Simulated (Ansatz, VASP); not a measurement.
# Cross-check of SiCl3 between VASP and Ansatz

Wanted: the spread between two codes on one cell, functional and k mesh. The cell is generated by rule, not measured, and may not be a known phase. The two relaxations start from unlike cells of this crystal (the structure described is Ansatz's start), so only their ends are compared.

Calculated with Ansatz 0.2.0; plane waves, with VASP 6.6.1 beside it; relaxation of cell and atoms at PBE.

The structure was built from a prototype and need not be the compound's stable phase.

**1. The starting structure**

It takes space group Amm2 (No. 38, orthorhombic). The conventional cell has a = 4.735 Å, b = 6.696 Å, c = 6.696 Å, α = 90.00°, β = 90.00°, γ = 90.00°. Si has 4 Cl at 2.06 to 2.40 Å nearest. Nearest to Cl lie 2 Si at 2.40 Å. Nearest to Cl lie 1 Si at 2.06 Å. Farther neighbours and most contacts between anions are not listed.

**2. Ansatz: relaxation of cell and atoms, PBE**

Ansatz runs on norm-conserving files, of PseudoDojo where its log says so.

The relaxed volume is the usual yardstick between codes: in a stiff, nearly cubic crystal its relative difference is about their pressure difference at one cell divided by the bulk modulus.

input.yaml

```yaml
crystal:
  lattice:
    - [4.7349396865, 0.0, 0.0]
    - [0.0, 4.7349396865, 0.0]
    - [0.0, 0.0, 4.7349396865]
  atoms:
    - { symbol: Si, position: [0.0, -0.0477881842, -0.0477881842] }
    - { symbol: Cl, position: [0.5, 0.0084192346, 0.0084192346] }
    - { symbol: Cl, position: [0.0, 0.0084192346, 0.521021366] }
    - { symbol: Cl, position: [0.0, 0.521021366, 0.0084192346] }
kpoints:
  mp_grid: { grid: [10, 10, 10] }
hamiltonian:
  xc: pbe
  pseudopotentials: { kind: nc }
scf:
  occupations: { method: methfessel_paxton, width: 0.2 }
output:
  forces: true
  stress: true
  eigenvalues: true
relax:
  adjacent_minimum: "off"
  f_tol: 0.002
  max_steps: 120
  cell: { stress_tol: 0.03 }
```

The run is started by

```console
ansatz run input.yaml --threads 4 --pin off --max-ram 14336MiB --backend cpu --events-out ev --progress --plain --runs-dir out
```

Numbers of over 12 decimals in the logs are rounded to 6 here.

Output:

```text
Engine: ansatz 0.2.0, aarch64-unknown-linux-gnu
Pseudopotentials: kind: nc
Pseudopotential: Si, nc, valence charge 4, recommended cutoff 489.804952 eV (normal), Si.nc.azcp
Pseudopotential: Cl, nc, valence charge 7, recommended cutoff 789.130201 eV (normal), Cl.nc.azcp (PseudoDojo's, or run here from an input of PseudoDojo's: the run reads no file of this project's for it)
Functional definition: PBE
  parameter kappa = 0.804
  parameter beta = 0.066725
  exchange = pbe_x(kappa = kappa, mu = beta*pi^2/3)
  correlation = pbe_c(beta = beta)
Crystal: 4 atoms, lattice volume = 106.156 Å³
Basis set: ecut = 789.130201 eV, 5377 PW (Γ), exchange–correlation on 90×90×90 points (8 copies of the dense FFT grid, shifted against one another)
Bands: 17, of which v1, the nominal top of the filled ones, is band 13 counted from 1 (12 counted from 0)
Symmetry: 4 space group operations
Space group: Amm2 (ITA 38), of the structure as read, at distance tolerance 4.7e-5 Å
k-points: 186 of 1000 (time reversal used)
Non-local potential: Si, projectors of the file, l = 0: 2, l = 1: 2, l = 2: 2
Non-local potential: Cl, projectors of the file, l = 0: 2, l = 1: 2, l = 2: 2
Initial density: superposition of atomic densities (chi_scale 0.1, normalization cell, long waves kept (reshape's long-wave potential 0.02 eV rms))
Initial wavefunctions: pseudopotential atomic-orbital guess
Functional: x = pbe(κ = 0.804, μ = 0.219515), c = pbe(β = 0.066725)
SCF iter   1: F=—  HF=-1456.616273 eV  |F-HF|=—  |Δ(HF+E_count)|=         —  Δρ=2.48e-2  dr2=6.07e-1  ethr=3.10e-3  ⟨swp⟩=8.2  Hψ=23313  notcnv=0
preconditioner: auto → Kerker (q_TF=auto, 2.144 Å⁻¹)  [metal: Δε(μ)=0.043 eV  Ē_g=11.901 eV  σ=0.200 eV  W_gap=0.18  n_scr=18 (ndim 8)  ℏωp=18.0 eV  f_vac=0.141  D(μ)=0.71/eV (n_scr^D=0)]
SCF iter   2: F=—  HF=-1456.489619 eV  |F-HF|=—  |Δ(HF+E_count)|=   1.27e-1  S|Δr|=    0.00e0  Δρ=1.37e-2  dr2=1.84e-1  ethr=2.43e-3  ⟨swp⟩=1.3  Hψ=4755  notcnv=0
SCF iter   3: F=—  HF=-1456.459800 eV  |F-HF|=—  |Δ(HF+E_count)|=   2.98e-2  S|Δr|=    0.00e0  Δρ=2.89e-3  dr2=9.12e-3  ethr=7.35e-4  ⟨swp⟩=2.6  Hψ=5584  notcnv=0
SCF iter   4: F=—  HF=-1456.458833 eV  |F-HF|=—  |Δ(HF+E_count)|=   9.67e-4  S|Δr|=    0.00e0  Δρ=8.54e-4  dr2=1.58e-3  ethr=3.65e-5  ⟨swp⟩=2.0  Hψ=5551  notcnv=0
SCF iter   5: F=—  HF=-1456.459364 eV  |F-HF|=—  |Δ(HF+E_count)|=   5.32e-4  S|Δr|=    0.00e0  Δρ=4.82e-4  dr2=6.01e-4  ethr=6.33e-6  ⟨swp⟩=1.1  Hψ=3228  notcnv=0
SCF iter   6: F=—  HF=-1456.459575 eV  |F-HF|=—  |Δ(HF+E_count)|=   2.11e-4  S|Δr|=    0.00e0  Δρ=1.62e-4  dr2=7.99e-5  ethr=2.40e-6  ⟨swp⟩=2.6  Hψ=4763  notcnv=0
SCF iter   7: F=—  HF=-1456.459535 eV  |F-HF|=—  |Δ(HF+E_count)|=   4.06e-5  S|Δr|=    0.00e0  Δρ=2.30e-5  dr2=1.27e-6  ethr=3.20e-7  ⟨swp⟩=2.6  Hψ=5427  notcnv=0  defer=31
SCF iter   8: F=—  HF=-1456.459534 eV  |F-HF|=—  |Δ(HF+E_count)|=   6.30e-7  S|Δr|=    0.00e0  Δρ=7.99e-6  dr2=1.27e-7  ethr=5.09e-9  ⟨swp⟩=2.2  Hψ=5324  notcnv=0  defer=32
SCF iter   9: F=-1456.459534 eV  HF=-1456.459534 eV  |F-HF|=1.10e-9  |Δ(HF+E_count)|=   4.40e-8  S|Δr|=    0.00e0  Δρ=2.14e-6  dr2=1.06e-8  ethr=4.00e-10  ⟨swp⟩=9.7  Hψ=17940  notcnv=0
SCF 1 converged in 9 iterations: F = -1456.459534 eV  dr2 = 1.06e-8
relax step   1: F+E_penalty+E_count = -1456.45953385 eV  Δ(F+E_penalty+E_count) = +0.000e0 eV  max|allowed force component| = 5.274e-1 eV/Å  Δτ_max = 0.0000 Å  P = +3.631 GPa  Ω = 106.156 Å³  (9 SCF iters, dr2 threshold 1.00e-7 eV, accepted)
[...]
relax step  43: F+E_penalty+E_count = -1457.30161432 eV  Δ(F+E_penalty+E_count) = -1.349e-4 eV  max|allowed force component| = 2.135e-3 eV/Å  Δτ_max = 0.0147 Å  P = +0.003 GPa  Ω = 171.568 Å³  energy of the carried Pulay correction = -1.490e-4 eV  (7 SCF iters, dr2 threshold 2.04e-9 eV, accepted)
[...]
relax step  44: F+E_penalty+E_count = -1457.30161481 eV  Δ(F+E_penalty+E_count) = -4.925e-7 eV  max|allowed force component| = 7.786e-4 eV/Å  Δτ_max = 0.0031 Å  P = +0.001 GPa  Ω = 171.660 Å³  energy of the carried Pulay correction = -1.561e-4 eV  (6 SCF iters, dr2 threshold 2.85e-10 eV, accepted)
[...]
relax step  45: F+E_penalty+E_count = -1457.30208507 eV  Δ(F+E_penalty+E_count) = -4.703e-4 eV  max|allowed force component| = 7.567e-4 eV/Å  Δτ_max = 0.0000 Å  P = +0.004 GPa  Ω = 171.660 Å³  stress off target by 1.30e-2 GPa  SCF on the basis re-selected at this cell (its energy is not comparable with the rows above)  (6 SCF iters)
basis re-selected at this cell: Δ(F+E_penalty+E_count) = -4.703e-4 eV, ΔP = +0.003 GPa vs the last step (what re-selecting the basis moved, of the pressure what is left beyond the Pulay correction that the steps carried, after the strain that the cell walked since its last selection, with what the two solves' SCF thresholds leave and, on support functions, any second-order correction that the steps lacked; it is no m [...]
SCF converged after 6 iterations
Stability not checked: this state was not tested for a lower state beside it, because cold or Methfessel-Paxton smearing, or corrected tetrahedra, fill the levels in a way that the test cannot read (fill_not_monotonic; see scf.lower_state_search)
Free energy (F): -1457.302085 eV
Harris-Foulkes:  -1457.302085 eV  (|F-HF|=2.27e-13)
Internal energy: -1457.303320 eV  (E = F + TS)
E sigma→0 (E₀):  -1457.302394 eV
Entropy (-TS):   0.001235 eV (0.309 meV/atom)
Fermi energy:    0.017243 eV
Step filling:    the computed levels leave a gap of 0.6929 eV = 3.5 smearing widths at the electron count; against every level under it full and every level over it empty, smearing changes F+E_penalty+E_count by +0.139 meV and its σ→0 estimate by -0.170 meV
--- Per-component energies (eV) ---
  E_band       = -183.177382
  E_kinetic    = 495.211886
  E_local      = -1516.646345  (includes V_loc(G=0)·N_el)
  E_nonlocal   = 201.634359
  E_hartree    = 499.989829
  E_xc         = -406.551356
  E_vxc        = -363.356929  (∫ρ·V_xc dr)
  E_ewald      = -730.941694
  E_smearing   = 0.001235  (= −TS)
  E_closure    = 0.000000  (closes the sum)
  Σ components = -1457.302085   (vs F -1457.302085, Δ=0.00e0)
--- Forces (eV/Å), atoms counted from 1 ---
  atom   1  Si    -0.00000000     0.00065990     0.00065990
  atom   2  Cl    -0.00000000     0.00001595     0.00001595
  atom   3  Cl     0.00000000     0.00008070    -0.00075678
  atom   4  Cl     0.00000000    -0.00075678     0.00008070
  max |Σ_I F_I| component: 2.18e-7 eV/Å
--- Stress (GPa, compression-positive) ---
        0.000156       0.000000       0.000000
        0.000000       0.005892       0.007066
        0.000000       0.007066       0.005892
  P = ⅓ Tr σ = 0.0040 GPa (0.040 kbar)
--- Band table (eV; the first three rows and the last of 186) ---
  k-point 0: bands = [... 9 lower, -3.2988, -3.1300, -2.8726, -1.5810, 3.6765, 4.0139, 4.1844, 5.2708]
  k-point 1: bands = [... 9 lower, -3.2991, -3.1327, -2.8858, -1.5582, 3.7320, 4.0281, 4.2195, 5.2318]
  k-point 2: bands = [... 9 lower, -3.3000, -3.1396, -2.9207, -1.4996, 3.8863, 4.0656, 4.3165, 5.1294]
  k-point 185: bands = [... 9 lower, -3.1382, -3.0004, -2.9190, 2.0569, 3.2039, 3.3670, 3.4216, 5.5594]
--- Relaxed structure (41 steps of the walk, 39 accepted, 4 SCFs on fresh bases) ---
  F+E_penalty+E_count = -1457.30208507 eV   max|allowed force component| = 7.567e-4 eV/Å   (the final SCF, on the basis selected at the relaxed cell)
  cell:  # Å, volume = 171.6600 Å³
    - [4.293869, 0, 0]
    - [0, 6.415455, 1.086337]
    - [0, 1.086337, 6.415455]
  atoms:
    - { symbol: Si, position: [0, -0.090930, -0.090930] }
    - { symbol: Cl, position: [0.500000, -0.00662051, -0.00662051] }
    - { symbol: Cl, position: [0, 0.014980, 0.572642] }
    - { symbol: Cl, position: [0, 0.572642, 0.014980] }
```

**3. VASP: relaxation of cell and atoms, PBE**

Its own start cell and the same functional, mesh and smearing now go to VASP, with its own data sets.

Lines of VASP's logs that name or quote its potential files are left out, and so is its time.

INCAR

```
SYSTEM = SiCl3
PREC = Accurate
ENCUT = 500
EDIFF = 1E-07
NELM = 120
ISMEAR = 1
SIGMA = 0.2
LREAL = .FALSE.
ALGO = Normal
GGA = PE
NBANDS = 18
LORBIT = 11
LWAVE = .FALSE.
LCHARG = .FALSE.
ISIF = 3
IBRION = 2
NSW = 80
EDIFFG = -0.005
LASPH = .TRUE.
GGA_COMPAT = .FALSE.
NELMIN = 4
KPAR = 2
```

POSCAR

```
SiCl3
1.0
    4.2974341531      0.0000000000      0.0000000000
    0.0000000000      6.0957711770     -0.0102203064
    0.0000000000     -0.0102203064      6.0957711770
Si Cl
1 3
Direct
    0.0000000000      0.9175749028      0.9175749028
    0.5000000000      0.0208730575      0.0208730575
    0.0000000000      0.9686084856      0.5830154452
    0.0000000000      0.5830154452      0.9686084856
```

KPOINTS

```
Automatic mesh
0
Gamma
10 10 10
0 0 0
```

PAW data sets: Si and Cl (PBE family, release 64).

The run is started by

```console
mpirun -np 2 vasp_std
```

Output:

```text
[banner, memory and clock lines left out]
running    2 mpi-ranks, on    1 nodes
 distrk:  each k-point on    1 cores,    2 groups
 distr:  one band on    1 cores,    1 groups

 POSCAR found type information on POSCAR SiCl
 POSCAR found :  2 types and       4 ions
 LDA part: xc-table for (Slater+PW92), standard interpolation
 POSCAR, INCAR and KPOINTS ok, starting setup
 FFT: planning ... GRIDC
 FFT: planning ... GRID_SOFT
 FFT: planning ... GRID
 WAVECAR not read
 entering main loop
       N       E                     dE             d eps       ncg     rms          rms(c)
DAV:   1     0.170237952252E+03    0.17024E+03   -0.93924E+03  6696   0.104E+03
DAV:   2     0.355269292212E+01   -0.16669E+03   -0.16258E+03  8826   0.206E+02
DAV:   3    -0.144376539731E+02   -0.17990E+02   -0.17926E+02  8130   0.791E+01
DAV:   4    -0.147427962852E+02   -0.30514E+00   -0.30486E+00  9180   0.122E+01
DAV:   5    -0.147487281072E+02   -0.59318E-02   -0.59314E-02  8846   0.168E+00    0.131E+01
DAV:   6    -0.144381414456E+02    0.31059E+00   -0.55226E-01  8304   0.423E+00    0.797E+00
DAV:   7    -0.144189236370E+02    0.19218E-01   -0.38199E-01  8776   0.356E+00    0.139E+00
DAV:   8    -0.144124036707E+02    0.65200E-02   -0.62929E-02  8136   0.154E+00    0.464E-01
DAV:   9    -0.144126515004E+02   -0.24783E-03   -0.44276E-03  7892   0.433E-01    0.161E-01
DAV:  10    -0.144126899690E+02   -0.38469E-04   -0.22478E-04  8996   0.113E-01    0.876E-02
DAV:  11    -0.144127344963E+02   -0.44527E-04   -0.60112E-05  8026   0.538E-02    0.217E-02
DAV:  12    -0.144127359774E+02   -0.14811E-05   -0.79120E-06  9142   0.210E-02    0.984E-03
DAV:  13    -0.144127369833E+02   -0.10058E-05   -0.61703E-06  7830   0.154E-02    0.753E-03
DAV:  14    -0.144127367613E+02    0.22193E-06   -0.60451E-07  8530   0.669E-03    0.394E-03
DAV:  15    -0.144127366781E+02    0.83255E-07   -0.60111E-07  7894   0.490E-03
   1 F= -.14412737E+02 E0= -.14413463E+02  d E =-.144127E+02
[... from here on, the cycles between the ionic steps are left out ...]
   2 F= -.14412908E+02 E0= -.14413638E+02  d E =-.171620E-03
   3 F= -.14412972E+02 E0= -.14413706E+02  d E =-.235002E-03
  18 F= -.14415001E+02 E0= -.14415803E+02  d E =-.675072E-04
  19 F= -.14415158E+02 E0= -.14415967E+02  d E =-.225320E-03
  20 F= -.14415270E+02 E0= -.14416093E+02  d E =-.337261E-03
  21 F= -.14415368E+02 E0= -.14416192E+02  d E =-.980588E-04
  22 F= -.14415542E+02 E0= -.14416369E+02  d E =-.271187E-03
  23 F= -.14415561E+02 E0= -.14416390E+02  d E =-.290156E-03
  24 F= -.14415650E+02 E0= -.14416481E+02  d E =-.891797E-04
  25 F= -.14415694E+02 E0= -.14416526E+02  d E =-.133415E-03
 curvature:  -1.54 expect dE=-0.210E-03 dE for cont linesearch -0.161E-05
 trial: gam= 0.67697 g(F)=  0.890E-04 g(S)=  0.472E-04 ort = 0.195E-04 (trialstep = 0.787E+00)
 search vector abs. value=  0.329E-03
 bond charge predicted
       N       E                     dE             d eps       ncg     rms          rms(c)
DAV:   1    -0.144159129459E+02   -0.21895E-03   -0.14197E-02  6852   0.714E-01    0.121E-01
DAV:   2    -0.144158183544E+02    0.94591E-04   -0.44865E-04  8724   0.144E-01    0.385E-02
DAV:   3    -0.144157732488E+02    0.45106E-04   -0.52025E-05  8826   0.450E-02    0.192E-02
DAV:   4    -0.144157625860E+02    0.10663E-04   -0.23240E-05  8798   0.292E-02    0.866E-03
DAV:   5    -0.144157618154E+02    0.77068E-06   -0.17359E-06  7688   0.900E-03    0.307E-03
DAV:   6    -0.144157616285E+02    0.18680E-06   -0.27438E-07  7844   0.328E-03    0.161E-03
DAV:   7    -0.144157615260E+02    0.10250E-06   -0.44742E-08  4544   0.158E-03    0.488E-04
DAV:   8    -0.144157615120E+02    0.14045E-07   -0.11403E-08  4512   0.739E-04
  26 F= -.14415762E+02 E0= -.14416595E+02  d E =-.675345E-04
 trial-energy change:   -0.000068  1 .order   -0.000068   -0.000118   -0.000019
 step:   0.9441(harm=  0.9369)  dis= 0.00079  next Energy=   -14.415763 (dE=-0.694E-04)
 reached required accuracy - stopping structural energy minimisation
```

Parts of OUTCAR (step 3):

```text
ion  position               nearest neighbor table
   1  0.000  0.918  0.918-   3 2.06   4 2.06   2 2.33   2 2.33
   2  0.500  0.021  0.021-   1 2.33   1 2.33
   3  0.000  0.969  0.583-   1 2.06
   4  0.000  0.583  0.969-   1 2.06

  LATTYP: Found a base centered orthorhombic cell.
 ALAT       =     8.6062685757
 B/A-ratio  =     1.0033588763
 C/A-ratio  =     0.4993376764

 Subroutine GETGRP returns: Found  4 space group operations
 (whereof  4 operations were pure point group operations)

The static configuration has the point symmetry C_2v.

 Found    186 irreducible k-points:

   k-points           NKPTS =    186   k-points in BZ     NKDIM =    186   number of bands    NBANDS=     18

   dimension x,y,z NGX =    32 NGY =   48 NGZ =   48
   dimension x,y,z NGXF=    64 NGYF=   96 NGZF=   96

   ENCUT  =  500.0 eV  36.75 Ry    6.06 a.u.   7.84 11.11 11.11*2*pi/ulx,y,z

   NELECT =      25.0000    total number of electrons

 k-points in reciprocal lattice and weights: Automatic mesh
   0.00000000  0.00000000  0.00000000       0.001
   0.10000000  0.00000000  0.00000000       0.002
   0.20000000  0.00000000  0.00000000       0.002
   0.30000000  0.00000000  0.00000000       0.002
   0.40000000  0.00000000  0.00000000       0.002
   0.50000000  0.00000000  0.00000000       0.001
   0.00000000  0.10000000  0.00000000       0.004
   0.10000000  0.10000000  0.00000000       0.008
   0.20000000  0.10000000  0.00000000       0.008
[...]
0.40000000  0.50000000  0.50000000       0.002
   0.50000000  0.50000000  0.50000000       0.001

 average (electrostatic) potential at core
       1 -91.4331       2 -97.4547       3 -96.7477       4 -96.7477

 E-fermi :  -0.7186

 k-point     1 :       0.0000    0.0000    0.0000
  band No.  band energies     occupation
    ...
      9      -4.1787      2.00000
     10      -3.8120      2.00000
     11      -3.6599      2.00000
     12      -3.5236      2.00000
     13      -2.0927      2.00000
     14       3.2411     -0.00000
     15       3.5427      0.00000
     16       4.1444      0.00000
     17       5.0480      0.00000
     18       6.2129      0.00000

 k-point     2 :       0.1000    0.0000    0.0000
  band No.  band energies     occupation
    ...
      9      -4.2329      2.00000
     10      -3.8442      2.00000
     11      -3.6857      2.00000
     12      -3.5120      2.00000
     13      -1.8419      2.00000
     14       3.2827      0.00000
     15       3.5808      0.00000
     16       4.1927      0.00000
     17       4.8213      0.00000
     18       6.2793      0.00000

 k-point     3 :       0.2000    0.0000    0.0000
  band No.  band energies     occupation
    ...
      9      -4.2456      2.00000
     10      -3.8712      2.00000
     11      -3.7166      2.00000
     12      -3.5161      2.00000
     13      -1.1490      2.00949
     14       3.2954      0.00000
     15       3.8157      0.00000
     16       4.3098      0.00000
     17       4.4082      0.00000
     18       6.6007      0.00000

  Total       -0.0035737     -0.0048957     -0.0048957      0.0000000      0.0118827      0.0000000
  in kB       -0.0339182     -0.0464647     -0.0464647      0.0000000      0.1127781      0.0000000
  external PRESSURE =      -0.0422825 kB  Pullay stress =       0.0000000 kB

  energy-cutoff  :      500.00
  volume of cell :      168.81
      direct lattice vectors                 reciprocal lattice vectors
     4.291517253  0.000000000  0.000000000     0.233017821  0.000000000  0.000000000
     0.000000000  6.271951638  0.036797103     0.000000000  0.159445493 -0.000935456
     0.000000000  0.036797103  6.271951638     0.000000000 -0.000935456  0.159445493

 POSITION                                       TOTAL-FORCE (eV/Angst)
 -----------------------------------------------------------------------------------
      0.00000      5.77754      5.77754         0.000000      0.002617      0.002617
      2.14576      0.10149      0.10149         0.000000     -0.002797     -0.002797
      0.00000      6.09264      3.73757         0.000000     -0.002588      0.002769
      0.00000      3.73757      6.09264         0.000000      0.002769     -0.002588
 -----------------------------------------------------------------------------------
    total drift:                                0.000000     -0.000394     -0.000394

  FREE ENERGIE OF THE ION-ELECTRON SYSTEM (eV)
  ---------------------------------------------------
  free  energy   TOTEN  =       -14.4157615120 eV

  energy  without entropy=      -14.4182623626  energy(sigma->0) =      -14.41659513

 reached required accuracy - stopping structural energy minimisation

 total charge
# of ion       s       p       d       tot
------------------------------------------
    1        0.791   0.712   0.000   1.503
    2        1.625   3.446   0.000   5.071
    3        1.606   3.531   0.000   5.137
    4        1.606   3.531   0.000   5.137
--------------------------------------------------
tot          5.628  11.220   0.000  16.848

[... 3 further parts left out ...]
```

CONTCAR:

```
SiCl3
   1.00000000000000
     4.2915172532007464    0.0000000000000000    0.0000000000000000
     0.0000000000000000    6.2719516379421218    0.0367971027373432
     0.0000000000000000    0.0367971027373432    6.2719516379421218
  Si              Cl
     1     3
Direct
     0.0000000000000000    0.9157978796111171    0.9157978796111171
     0.5000000000000000    0.0160873651260921    0.0160873651260921
     0.0000000000000000    0.9679472318535877    0.5902394145091975
     0.0000000000000000    0.5902394145091975    0.9679472318535877
```

The run keeps the 4 symmetry operations of its start, so it cannot find a distortion of lower symmetry.

**4. Side by side**

Known differences besides the potentials themselves: the cutoff is 789.13 eV in Ansatz and 500 eV in VASP; Ansatz adds a Pulay correction to the stress that steers its cell, VASP none. Total energies have different zeros and are not compared.

The two programs side by side:

```tsv
quantity	Ansatz	VASP	difference
volume (Å³)	171.66	168.81	+1.69 %
edge a after relaxation, in the typed setting (Å)	4.294	4.292	+0.06 %
edge b after relaxation, in the typed setting (Å)	6.507	6.272	+3.74 %
```

**5. Summary of results**

| Property | Result |
| --- | --- |
| difference in edge b after relaxation, in the typed setting (relaxation of cell and atoms, PBE) | 3.7 % |

What this shows: The difference in edge b after relaxation, in the typed setting is 3.7 % (relaxation of cell and atoms, PBE), beyond the 1.2 % picked in this series as the mark of a large difference, as far as the stopping tolerances let one tell. What causes the difference of the relaxation of cell and atoms, PBE pair stays open here. How closely two codes agree says nothing of how well the functional describes the real material.

[Lines on the potential files, build, host, timing and source positions are cut from VASP's logs without a mark.]

[Logs are printed without paths, hosts, clocks, repeated set-up lines and the standing remarks that a program may print on its own settings, such as how far it seeks lower states.]

[Hosts, paths, dates, database ids (printed as entryN), source tags and the programs' standing remarks are cut or masked in the printed files.]
